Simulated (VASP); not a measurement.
Output of a VASP run:

**OUTCAR**
```
 ion  position               nearest neighbor table
   1  0.000  0.000  0.000-   2 2.60   2 2.60   2 2.60   2 2.60
   2  0.250  0.250  0.250-   1 2.60   1 2.60   1 2.60   1 2.60
  LATTYP: Found a face centered cubic cell.
 ALAT       =     6.0036280000
 Subroutine PRICEL returns:
 Original cell was already a primitive cell.
 Subroutine GETGRP returns: Found 24 space group operations
The static configuration has the point symmetry T_d .
The dynamic configuration has the point symmetry T_d .
 Subroutine INISYM returns: Found 24 space group operations
 Subroutine IBZKPT returns following result:
 Found      4 irreducible k-points:

 Following reciprocal coordinates:
            Coordinates               Weight
  0.000000  0.000000  0.000000      1.000000
  0.333333  0.000000  0.000000      8.000000
  0.333333  0.333333  0.000000      6.000000
 -0.333333  0.333333  0.000000     12.000000
 Subroutine IBZKPT_HF returns following result:
   k-points           NKPTS =      4   k-points in BZ     NKDIM =     27   number of bands    NBANDS=     13
   number of dos      NEDOS =    301   number of ions     NIONS =      2
   total plane-waves  NPLWV =  13824
   dimension x,y,z NGX =    24 NGY =   24 NGZ =   24
   dimension x,y,z NGXF=    48 NGYF=   48 NGZF=   48
   ions per type =               1   1
   PREC   = accura    normal or accurate (medium, high low for compatibility)
   ISTART =      0    job   : 0-new  1-cont  2-samecut
   ICHARG =      2    charge: 1-file 2-atom 10-const
   ISPIN  =      1    spin polarized calculation?
   LNONCOLLINEAR =      F non collinear calculations
   LSORBIT =      F    spin-orbit coupling
   INIWAV =      1    electr: 0-lowe 1-rand  2-diag
   ENCUT  =  300.0 eV  22.05 Ry    4.70 a.u.   6.00  6.00  6.00*2*pi/ulx,y,z
   NELM   =    100;   NELMIN=  2; NELMDL= -5     # of ELM steps
   EDIFF  = 0.1E-05   stopping-criterion for ELM
   LREAL  =      F    real-space projection
   NLSPLINE    = F    spline interpolate recip. space projectors
   LMAXMIX     =    4 max onsite mixed and CHGCAR
   VOSKOWN=      0    Vosko Wilk Nusair interpolation
   EDIFFG = 0.1E-04   stopping-criterion for IOM
   NSW    =      0    number of steps for IOM
   NBLOCK =      1;   KBLOCK =      1    inner block; outer block
   IBRION =     -1    ionic relax: 0-MD 1-quasi-New 2-CG
   NFREE  =      0    steps in history (QN), initial steepest desc. (CG)
   ISIF   =      2    stress and relaxation
   ISYM   =      3    0-nonsym 1-usesym 2-fastsym
   TEIN   =    0.0    initial temperature
   TEBEG  =    0.0;   TEEND  =   0.0 temperature during run
   SMASS  =  -3.00    Nose mass-parameter (am)
   PSTRESS=    0.0 pullay stress
   NELECT =      18.0000    total number of electrons
   EFERMI =   0.00;   METHOD = LEGACY
   ISMEAR =     0;   SIGMA  =   0.05  broadening in eV -4-tet -1-fermi 0-gaus
   IALGO  =     38    algorithm
   LDIAG  =      T    sub-space diagonalisation (order eigenvalues)
   IMIX   =      1    mixing-type and parameters
     AMIX     =   0.40;   BMIX     =  1.00
     AMIX_MAG =   1.60;   BMIX_MAG =  1.00
     AMIN     =   0.10
   GGA     = PE    functional components
   VOSKOWN =     0    Vosko Wilk Nusair interpolation
   LHFCALC =     T    Hartree Fock is set to
   NKREDX  =     1    reduce k-point grid by
   AEXX    =    0.2500 exact exchange contribution
   HFSCREEN=    0.2000 screening length (either q_TF or 0.3 A-1)
   HFRCUT  =    0.0000 spherical cutoff for potential kernel
   AGGAX   =    0.7500 GGA exchange part
   ALDAC   =    1.0000 LDA correlation
   AGGAC   =    1.0000 GGA correlation
  energy-cutoff  :      300.00
  volume of cell :       54.10
      direct lattice vectors                 reciprocal lattice vectors
     0.000000000  3.001814000  3.001814000    -0.166565950  0.166565950  0.166565950
     3.001814000  0.000000000  3.001814000     0.166565950 -0.166565950  0.166565950
     3.001814000  3.001814000  0.000000000     0.166565950  0.166565950 -0.166565950
 k-point     1 :   0.0000 0.0000 0.0000  plane waves:     609
 k-point     2 :   0.3333 0.0000 0.0000  plane waves:     613
 k-point     3 :   0.3333 0.3333 0.0000  plane waves:     640
...
```

File OSZICAR:
```
       N       E                     dE             d eps       ncg     rms          rms(c)
DAV:   1    -0.106560488148E+04   -0.10656E+04   -0.69470E+03   104   0.786E+02
DAV:   2    -0.114467532086E+04   -0.79070E+02   -0.75559E+02   129   0.240E+02
DAV:   3    -0.114739892752E+04   -0.27236E+01   -0.27162E+01   119   0.465E+01
DAV:   4    -0.114741790448E+04   -0.18977E-01   -0.18974E-01   124   0.372E+00
DAV:   5    -0.811985479033E+01    0.11393E+04   -0.85810E+00   109   0.408E+01    0.885E+00
DAV:   6    -0.747587076404E+01    0.64398E+00   -0.11910E+00   104   0.942E+00    0.615E+00
DAV:   7    -0.748468771299E+01   -0.88169E-02   -0.38429E-01   104   0.422E+00    0.434E+00
DAV:   8    -0.749101176802E+01   -0.63241E-02   -0.25249E-02   109   0.134E+00    0.269E+00
DAV:   9    -0.748610508353E+01    0.49067E-02   -0.29354E-03   114   0.457E-01    0.140E+00
DAV:  10    -0.748493954596E+01    0.11655E-02   -0.19582E-03   109   0.291E-01    0.691E-01
DAV:  11    -0.748474986739E+01    0.18968E-03   -0.38878E-04   114   0.156E-01    0.363E-01
DAV:  12    -0.748471493040E+01    0.34937E-04   -0.10523E-04   114   0.952E-02    0.202E-01
DAV:  13    -0.748472982106E+01   -0.14891E-04   -0.47334E-05   109   0.624E-02    0.115E-01
DAV:  14    -0.748475026387E+01   -0.20443E-04   -0.19103E-05   109   0.378E-02    0.677E-02
DAV:  15    -0.748476452850E+01   -0.14265E-04   -0.74693E-06   109   0.227E-02    0.419E-02
DAV:  16    -0.748477295181E+01   -0.84233E-05   -0.32407E-06   109   0.143E-02    0.272E-02
DAV:  17    -0.748477765673E+01   -0.47049E-05   -0.14897E-06    93   0.937E-03    0.180E-02
DAV:  18    -0.748478022580E+01   -0.25691E-05   -0.71804E-07    80   0.636E-03    0.121E-02
DAV:  19    -0.748478154895E+01   -0.13232E-05   -0.35425E-07    77   0.439E-03    0.820E-03
DAV:  20    -0.748478225324E+01   -0.70429E-06   -0.17369E-07    72   0.302E-03
   1 F= -.74847823E+01 E0= -.74847823E+01  d E =-.140642E-10
```

**OUTCAR**
```
------------------------ aborting loop because EDIFF is reached ----------------------------------------
  FORCE on cell =-STRESS in cart. coord.  units (eV):
  Direction    XX          YY          ZZ          XY          YZ          ZX
  --------------------------------------------------------------------------------------
  Total       -0.8449308     -0.8449308     -0.8449308      0.0000000      0.0000000     -0.0000000
  in kB      -25.0236343    -25.0236343    -25.0236343      0.0000000      0.0000000     -0.0000000
  external PRESSURE =     -25.0236343 kB  Pullay stress =       0.0000000 kB
  volume of cell :       54.10
      direct lattice vectors                 reciprocal lattice vectors
     0.000000000  3.001814000  3.001814000    -0.166565950  0.166565950  0.166565950
     3.001814000  0.000000000  3.001814000     0.166565950 -0.166565950  0.166565950
     3.001814000  3.001814000  0.000000000     0.166565950  0.166565950 -0.166565950
  FREE ENERGIE OF THE ION-ELECTRON SYSTEM (eV)
  ---------------------------------------------------
  free  energy   TOTEN  =        -7.4847822532 eV

  energy  without entropy=       -7.4847822532  energy(sigma->0) =       -7.48478225

  exchange ACFDT corr.  =         0.00000000  see jH, gK, PRB 81, 115126
```
(Selected blocks of OUTCAR.)

POSCAR:
```
CdS
1
    0.0000000000     3.0018140000     3.0018140000
    3.0018140000     0.0000000000     3.0018140000
    3.0018140000     3.0018140000     0.0000000000
Cd S
1 1
Direct
  0.0000000000   0.0000000000   0.0000000000
  0.2500000000   0.2500000000   0.2500000000
```

Q: Write an INCAR and KPOINTS that could have produced this output.

A: Several could match; the one computed here: the input of the run itself, HSE06 screened hybrid, plane waves, VASP's PBE PAW potentials (set 64).

### INCAR
```
SYSTEM = CdS
PREC = Accurate
ENCUT = 300
EDIFF = 1E-6
NELM = 100
ALGO = Normal
LREAL = .FALSE.
LASPH = .TRUE.
ISMEAR = 0
SIGMA = 0.05
GGA = PE
HFSCREEN = 0.2
AEXX = 0.25
LHFCALC = .TRUE.
PRECFOCK = Fast
ISYM = 3
LMAXMIX = 4
LWAVE = .FALSE.
LCHARG = .FALSE.
ISIF = 2
```

File KPOINTS:
```
K-points
0
Gamma
 3 3 3
```

POTCAR, in this order: Cd S (PBE.64 set). Program: vasp_std.

At this cut-off the stress carries a Pulay error, which pulls relaxed volumes low.

The structure comes from a computed database's CdS entry; how it stands against other phases isn't given here. The cell was not relaxed at this level. The k-mesh is coarse (spacing up to 0.60 per Å, 2π included), so the numbers may not be converged in it. The run is one of a series of settings (AEXX = 0.25, HFSCREEN = 0.2, ISYM = 3, LHFCALC = .TRUE., PRECFOCK = Fast, KPOINTS 3×3×3 Γ-centred mesh against the base run), some of them coarse on purpose.
